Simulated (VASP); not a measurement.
# B2C (C2) in VASP: density of states with PBE

Aim: the density of states of B2C with PBE.

Program: VASP 6.6.1. These are calculated values, not measurements. Logs are shortened: lines on timing, memory, paths and dates and some standing lists are left out, and cuts for length are marked.

## (1) The structure

Symmetry: C2, No. 5, monoclinic system. The conventional cell has a = 12.067 Å, b = 3.880 Å, c = 3.869 Å, α = 90.00°, β = 94.20°, γ = 90.00°. Around B (site symmetry 1) lie 2 C at 1.53 to 1.58 Å. B (site symmetry 1) has 2 C at 1.58 to 1.64 Å as nearest neighbours. Around B (site symmetry 1) lie 2 C at 1.61 Å and 2 B at 1.82 Å. B (site symmetry 1) is surrounded by 2 C at 1.56 Å. Around C (site symmetry 2) lie 4 B at 1.58 Å. C (site symmetry 2) has 4 B at 1.53 to 1.64 Å as nearest neighbours. Around C (site symmetry 1) lie 4 B at 1.56 to 1.61 Å.

The cell was built by a generator and needn't be a form met in nature.

## (2) Density of states, PBE

Contents of POSCAR:

```
B2C                                     
1.0
    6.0335760005     -1.9402049592      0.0046625103
    6.0335760005      1.9402049592      0.0046625103
   -0.2865434345      0.0000000000      3.8582815620
  B               C             
     8     4
Direct
     0.3088963348846028    0.5880602198158370    0.6692591469613024
     0.6746212783446133    0.1927901294880859    0.2909017782139331
     0.8072098705119141    0.3253787216553867    0.7090982217860670
     0.4119397801841630    0.6911036651153972    0.3307408530386976
     0.3440008820830982    0.2915583535952643    0.4745528287783174
     0.7082792260160191    0.8965707350656132    0.0844237208061801
     0.7084416464047357    0.6559991179169018    0.5254471712216826
     0.1034292649343867    0.2917207739839808    0.9155762791938199
     0.0336068983030786    0.9663931016969215    0.5000000000000000
     0.5312021071780471    0.4687978928219529    0.0000000000000000
     0.4799375070430321    0.0166966658876817    0.7496345783007029
     0.9833033341123183    0.5200624929569678    0.2503654216992972
```

Contents of INCAR.step1:

```
  ALGO = Normal
  EDIFF = 1E-6
  ENCUT = 520
  GGA = PE
  ISIF = 2
  ISMEAR = 0
  KPAR = 8
  LASPH = True
  LCHARG = True
  LREAL = False
  LWAVE = False
  NELM = 60
  PREC = Accurate
  SIGMA = 0.1
```

Contents of KPOINTS.step1:

```
k-points
0
Gamma
  6 6 6
```

Contents of INCAR.step2:

```
  ALGO = Normal
  EDIFF = 1E-6
  ENCUT = 520
  GGA = PE
  ICHARG = 11
  ISIF = 2
  ISMEAR = -5
  KPAR = 8
  LASPH = True
  LCHARG = False
  LORBIT = 10
  LREAL = False
  LWAVE = False
  NEDOS = 1001
  NELM = 60
  PREC = Accurate
  SIGMA = 0.1
```

Contents of KPOINTS.step2:

```
k-points
0
Gamma
  9 9 9
```

Potentials or basis: VASP PAW PBE potentials, release 64 (B, C).

Launch:

```console
cat potpaw_PBE.64/B/POTCAR potpaw_PBE.64/C/POTCAR > POTCAR
cp INCAR.step1 INCAR
cp KPOINTS.step1 KPOINTS
mpirun -np 8 vasp_std > vasp.out
cp INCAR.step2 INCAR
cp KPOINTS.step2 KPOINTS
mpirun -np 8 vasp_std > vasp.out
```

OUTCAR:

```text
EDIFF = 1E-6
   ENCUT = 520
   GGA = PE
   ICHARG = 11
   ISIF = 2
   ISMEAR = -5
   LASPH = True
   LORBIT = 10
   LREAL = False
   NELM = 60
   PREC = Accurate

 ion  position               nearest neighbor table
   1  0.309  0.588  0.669-  10 1.53   9 1.58   5 1.82   4 1.87   3 2.05   2 2.08
   2  0.675  0.193  0.291-   9 1.58  10 1.64   5 1.82   6 1.84   4 2.05   1 2.08
   3  0.807  0.325  0.709-   9 1.58  10 1.64   7 1.82   8 1.84   1 2.05   4 2.08
   4  0.412  0.691  0.331-  10 1.53   9 1.58   7 1.82   1 1.87   2 2.05   3 2.08
   5  0.344  0.292  0.475-  12 1.61  11 1.61   1 1.82   2 1.82   6 2.11
   6  0.708  0.897  0.084-  11 1.56  12 1.56   2 1.84   5 2.11
   7  0.708  0.656  0.525-  11 1.61  12 1.61   4 1.82   3 1.82   8 2.11
   8  0.103  0.292  0.916-  12 1.56  11 1.56   3 1.84   7 2.11
   9  0.034  0.966  0.500-   1 1.58   4 1.58   3 1.58   2 1.58
  10  0.531  0.469  0.000-   1 1.53   4 1.53   3 1.64   2 1.64
  11  0.480  0.017  0.750-   6 1.56   8 1.56   7 1.61   5 1.61
  12  0.983  0.520  0.250-   8 1.56   6 1.56   5 1.61   7 1.61

  LATTYP: Found a base centered monoclinic cell.
 ALAT       =    12.0671556040
 B/A-ratio  =     0.3215679026
 C/A-ratio  =     0.3206146862
 COS(beta)  =    -0.0732924826

  Lattice vectors:

 A1 = (   6.0335760005,  -1.9402049592,   0.0046625103)
 A2 = (   6.0335760005,   1.9402049592,   0.0046625103)
 A3 = (  -0.2865434345,   0.0000000000,   3.8582815620)

Analysis of symmetry for initial positions (statically):
=====================================================================
 Subroutine PRICEL returns:
 Original cell was already a primitive cell.

 Routine SETGRP: Setting up the symmetry group for a
 base centered monoclinic supercell.

 Subroutine GETGRP returns: Found  2 space group operations
 (whereof  2 operations were pure point group operations)
 out of a pool of  4 trial point group operations.

The static configuration has the point symmetry C_2 .

Analysis of symmetry for dynamics (positions and initial velocities):
=====================================================================
 Subroutine PRICEL returns:
 Original cell was already a primitive cell.

 Routine SETGRP: Setting up the symmetry group for a
 base centered monoclinic supercell.

 Subroutine GETGRP returns: Found  2 space group operations
 (whereof  2 operations were pure point group operations)
 out of a pool of  4 trial point group operations.

The dynamic configuration has the point symmetry C_2 .

 Subroutine INISYM returns: Found  2 space group operations
 (whereof  2 operations are pure point group operations),
 and found     1 'primitive' translations

----------------------------------------------------------------------------------------

                                     Primitive cell

  volume of cell :      90.3382

  direct lattice vectors                    reciprocal lattice vectors
     6.033576001 -1.940204959  0.004662510     0.082864839 -0.257704732  0.006154132
     6.033576001  1.940204959  0.004662510     0.082864839  0.257704732  0.006154132
    -0.286543435  0.000000000  3.858281562    -0.000200275  0.000000000  0.259167870

  length of vectors
     6.337858974  6.337858974  3.868907307     0.270769614  0.270769614  0.259167947

  position of ions in fractional coordinates (direct lattice)
     0.308896335  0.588060220  0.669259147
     0.674621278  0.192790129  0.290901778
     0.807209871  0.325378722  0.709098222
     0.411939780  0.691103665  0.330740853
     0.344000882  0.291558354  0.474552829
     0.708279226  0.896570735  0.084423721
     0.708441646  0.655999118  0.525447171
     0.103429265  0.291720774  0.915576279
     0.033606898  0.966393102  0.500000000
     0.531202107  0.468797893  0.000000000
     0.479937507  0.016696666  0.749634578
     0.983303334  0.520062493  0.250365422

  ion indices of the primitive-cell ions
   primitive index   ion index
                 1           1
                 2           2
                 3           3
                 4           4
                 5           5
                 6           6
                 7           7
                 8           8
                 9           9
                10          10
                11          11
                12          12

[... 27 lines left out ...]

 Following reciprocal coordinates:
            Coordinates               Weight
  0.000000  0.000000  0.000000      1.000000
  0.111111  0.000000 -0.000000      4.000000
  0.222222 -0.000000 -0.000000      4.000000
  0.333333  0.000000 -0.000000      4.000000
  0.444444 -0.000000 -0.000000      4.000000
  0.111111  0.111111 -0.000000      2.000000
[... 16 lines left out ...]
 -0.333333  0.333333  0.000000      2.000000
  0.444444  0.444444 -0.000000      2.000000
 [... further k-points ...]
   k-points           NKPTS =    205   k-points in BZ     NKDIM =    205   number of bands    NBANDS=     27
   number of dos      NEDOS =   1001   number of ions     NIONS =     12
   total plane-waves  NPLWV =  69120
   dimension x,y,z NGX =    48 NGY =   48 NGZ =   30
   dimension x,y,z NGXF=    96 NGYF=   96 NGZF=   60
   ions per type =               8   4
   NGX,Y,Z   is equivalent  to a cutoff of  12.59, 12.59, 12.89 a.u.
   NGXF,Y,Z  is equivalent  to a cutoff of  25.18, 25.18, 25.78 a.u.
 SYSTEM =  unknown system
   PREC   = accura    normal or accurate (medium, high low for compatibility)
   ISTART =      0    job   : 0-new  1-cont  2-samecut
   ICHARG =     11    charge: 1-file 2-atom 10-const
   ISPIN  =      1    spin polarized calculation?
   LNONCOLLINEAR =      F non collinear calculations
   LSORBIT =      F    spin-orbit coupling
   LASPH  =      T    aspherical Exc in radial PAW
   ENCUT  =  520.0 eV  38.22 Ry    6.18 a.u.  11.78 11.78  7.19*2*pi/ulx,y,z
   NELM   =     60;   NELMIN=  2; NELMDL=  0     # of ELM steps
   EDIFF  = 0.1E-05   stopping-criterion for ELM
   LREAL  =      F    real-space projection
   EDIFFG = 0.1E-04   stopping-criterion for IOM
   NSW    =      0    number of steps for IOM
   IBRION =     -1    ionic relax: 0-MD 1-quasi-New 2-CG
   NFREE  =      0    steps in history (QN), initial steepest desc. (CG)
   ISIF   =      2    stress and relaxation
   ISYM   =      2    0-nonsym 1-usesym 2-fastsym
   POTIM  = 0.5000    time-step for ionic-motion
   TEBEG  =    0.0;   TEEND  =   0.0 temperature during run
   PSTRESS=    0.0 pullay stress
   NELECT =      40.0000    total number of electrons
   NUPDOWN=      -1.0000    fix difference up-down
   EMIN   =  10.00;   EMAX   =-10.00  energy-range for DOS
   EFERMI =   0.00;   METHOD = LEGACY
   ISMEAR =    -5;   SIGMA  =   0.10  broadening in eV -4-tet -1-fermi 0-gaus
   EFERMI_NEDOS =   21; number of points for ismear=-14 and -15
   IALGO  =     38    algorithm
   IMIX   =      4    mixing-type and parameters
     AMIX     =   0.40;   BMIX     =  1.00
     AMIX_MAG =   1.60;   BMIX_MAG =  1.00
  volume/ion in A,a.u.               =       7.53        50.80
  Fermi-wavevector in a.u.,A,eV,Ry     =   1.247779  2.357961 21.183631  1.556953
  Thomas-Fermi vector in A             =   2.381896
   LORBIT       =     10    0 simple, 1 ext, 2 COOP (PROOUT), +10 PAW based schemes
   GGA     = PE    functional components
   LHFCALC =     F    Hartree Fock is set to
   AEXX    =    0.0000 exact exchange contribution
   IVDW    =     0    specifies the selected vdW correction
   LEPSILON=     F    determine dielectric tensor
   LRPA    =     F    only Hartree local field effects (RPA)
 non-spin polarized calculation
 Fermi weights with tetrahedron method with Bloechl corrections
  energy-cutoff  :      520.00
  volume of cell :       90.34
 maximum number of plane-waves:      2453

 number of electron      39.9999998 magnetization

 Free energy of the ion-electron system (eV)
  ---------------------------------------------------
  ext. energy  EPLUGINS =         0.00000000
  ---------------------------------------------------
  free energy    TOTEN  =       -87.29394157 eV

  energy without entropy =      -87.29394157  energy(sigma->0) =      -87.29394157

 E-fermi :   5.1107     XC(G=0): -11.4542

 val. band max:        5.1437877414   @ k =  -0.3333   0.2222   0.4444
 cond. band min:       5.0466689022   @ k =   0.4444   0.1111   0.1111
 fundamental gap:     -0.0971188392
 Fermi energy:         5.1106789320

 k-point     1 :       0.0000    0.0000    0.0000
  band No.  band energies     occupation
      1     -10.9512      2.00000
      2      -9.3275      2.00000
      3      -5.4928      2.00000
      4      -5.3978      2.00000
      5      -5.3056      2.00000
      6      -2.5119      2.00000
[... 709 lines left out ...]
     26      11.3087      0.00000
     27      11.9692      0.00000

 [... further k-points ...]
[... 5 lines left out ...]
  --------------------------------------------------------------------------------------
  -------------------------------------------------------------------------------------
  Total        0.1139855      0.0200870      0.0666974      0.0000000      0.0000000      0.0028724
  in kB        2.0215703      0.3562489      1.1829010      0.0000000      0.0000000      0.0509424
  external PRESSURE =       1.1869067 kB  Pullay stress =       0.0000000 kB

 VOLUME and BASIS-vectors are now :
 -----------------------------------------------------------------------------
  energy-cutoff  :      520.00
  volume of cell :       90.34
      direct lattice vectors                 reciprocal lattice vectors
     6.033576001 -1.940204959  0.004662510     0.082864839 -0.257704732  0.006154132
     6.033576001  1.940204959  0.004662510     0.082864839  0.257704732  0.006154132
    -0.286543435  0.000000000  3.858281562    -0.000200275  0.000000000  0.259167870

 POSITION                                       TOTAL-FORCE (eV/Angst)
 -----------------------------------------------------------------------------------
      5.22008      0.54164      2.58637         0.079284      0.100101      0.050737
      5.15024     -0.93485      1.12643         0.017091     -0.060528     -0.008693
      6.63037     -0.93485      2.74118        -0.017091     -0.060528      0.008693
      6.56052      0.54164      1.28123        -0.079284      0.100101     -0.050737
      3.69871     -0.10175      1.83392        -0.034582     -0.023019     -0.023621
      9.65879      0.36532      0.33321        -0.012286     -0.000727      0.009876
      8.08189     -0.10175      2.03368         0.034582     -0.023019      0.023621
      2.12182      0.36532      3.53439         0.012286     -0.000727     -0.009876
      5.89030      1.80980      1.93380         0.000000     -0.037519     -0.000000
      6.03358     -0.12108      0.00466         0.000000      0.030485     -0.000000
      2.78168     -0.89878      2.89462        -0.014530     -0.012310     -0.020564
      8.99893     -0.89878      0.97299         0.014530     -0.012310      0.020564
 -----------------------------------------------------------------------------------
    total drift:                                0.000000     -0.003286     -0.000000

  FREE ENERGIE OF THE ION-ELECTRON SYSTEM (eV)
  ---------------------------------------------------
  free  energy   TOTEN  =       -87.2939415731 eV

  energy  without entropy=      -87.2939415731  energy(sigma->0) =      -87.29394157

 total charge

# of ion       s       p       d       tot
------------------------------------------
    1        0.726   1.291   0.000   2.017
    2        0.692   1.285   0.000   1.977
    3        0.692   1.285   0.000   1.977
    4        0.726   1.291   0.000   2.017
    5        0.704   1.249   0.000   1.953
    6        0.738   1.161   0.000   1.899
    7        0.704   1.249   0.000   1.953
    8        0.738   1.161   0.000   1.899
    9        0.848   1.759   0.000   2.607
   10        0.857   1.724   0.000   2.582
   11        0.850   1.762   0.000   2.611
   12        0.850   1.762   0.000   2.611
--------------------------------------------------
tot          9.124  16.980   0.000  26.104
```

It took 2 min on 8 MPI ranks of Intel Xeon Platinum 8488C (Sapphire Rapids), shared host; peak memory 0.49 GiB.

What came out:

```
Valence electrons inside the program's atomic spheres : B 2.02, 1.98, 1.95, 1.90; C 2.61, 2.58
```

States per cell in windows of 0.5 eV (zero at the Fermi level; states under -8 eV left out):
```csv
from (eV),total,B6_p,B8_p,C10_p,C11_p,C12_p,C9_p
-8.0,1.19,0.03,0.03,0.05,0.05,0.05,0.04
-7.5,1.21,0.03,0.03,0.05,0.05,0.05,0.05
-7.0,1.56,0.04,0.04,0.07,0.07,0.07,0.07
-6.5,1.51,0.05,0.05,0.07,0.08,0.08,0.07
-6.0,1.65,0.04,0.04,0.09,0.07,0.07,0.08
-5.5,1.35,0.04,0.04,0.09,0.06,0.06,0.08
-5.0,1.89,0.06,0.06,0.10,0.11,0.11,0.10
-4.5,1.93,0.07,0.07,0.11,0.11,0.11,0.10
-4.0,1.99,0.07,0.07,0.12,0.12,0.12,0.12
-3.5,2.22,0.08,0.08,0.12,0.16,0.16,0.12
-3.0,2.12,0.09,0.09,0.12,0.19,0.19,0.09
-2.5,1.97,0.09,0.09,0.12,0.18,0.18,0.09
-2.0,2.63,0.12,0.12,0.17,0.21,0.21,0.19
-1.5,1.62,0.06,0.06,0.12,0.07,0.07,0.16
-1.0,1.48,0.05,0.05,0.10,0.06,0.06,0.14
-0.5,1.08,0.04,0.04,0.06,0.03,0.03,0.11
0.0,1.30,0.04,0.04,0.08,0.05,0.05,0.07
0.5,0.74,0.03,0.03,0.05,0.02,0.02,0.03
1.0,0.00,0.00,0.00,0.00,0.00,0.00,0.00
1.5,0.27,0.03,0.03,0.01,0.00,0.00,0.01
2.0,1.34,0.14,0.14,0.06,0.03,0.03,0.04
2.5,1.29,0.15,0.15,0.04,0.03,0.03,0.03
3.0,0.80,0.10,0.10,0.02,0.02,0.02,0.02
3.5,0.21,0.02,0.02,0.01,0.00,0.00,0.01
4.0,0.54,0.04,0.04,0.02,0.01,0.01,0.01
4.5,1.15,0.10,0.10,0.02,0.02,0.02,0.03
5.0,0.36,0.04,0.04,0.00,0.01,0.01,0.01
5.5,1.10,0.09,0.09,0.01,0.01,0.01,0.01
6.0,0.98,0.08,0.08,0.01,0.01,0.01,0.01
6.5,1.12,0.05,0.05,0.01,0.02,0.02,0.01
7.0,1.42,0.04,0.04,0.01,0.02,0.02,0.02
7.5,1.28,0.04,0.04,0.01,0.02,0.02,0.02
```

Caveat: tetrahedron occupations give inexact forces and stress in metals.
